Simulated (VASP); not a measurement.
Given:

```xyz
2
Lattice="0.0000 2.8750 2.8750 2.8750 0.0000 2.8750 2.8750 2.8750 0.0000" Properties=species:S:1:pos:R:3 pbc="T T T"
Ti     0.0000     0.0000     0.0000
Se     1.4375     1.4375     1.4375
```

Method: PBE GGA, VASP's PBE PAW potentials (set 64) (plane waves; VASP 6.6.1). Settings: 400 eV cut-off, Gaussian smearing of 0.050 eV, potentials Ti_sv Se.

Give the energies of bands 6 to 12 at the high-symmetry points, in eV from the Fermi level.

| band | Γ | X | U | L | W |
|---|---|---|---|---|---|
| 6 | -4.18 | -5.75 | -5.34 | -5.71 | -5.04 |
| 7 | -4.18 | -3.85 | -4.55 | -3.98 | -4.83 |
| 8 | -4.18 | -3.85 | -3.87 | -3.98 | -3.96 |
| 9 | 0.10 | -1.03 | -0.90 | 0.31 | -1.00 |
| 10 | 0.10 | 0.34 | 0.27 | 0.31 | -0.07 |
| 11 | 0.95 | 0.66 | 0.30 | 0.32 | 0.60 |
| 12 | 3.24 | 0.86 | 1.27 | 1.82 | 1.05 |

It has no gap at this level: it comes out as a metal or semimetal.

The structure was generated: TiSe was put into the zinc blende type (F-43m), which need not be its known phase. It was relaxed first, which changed the volume by -30 %.
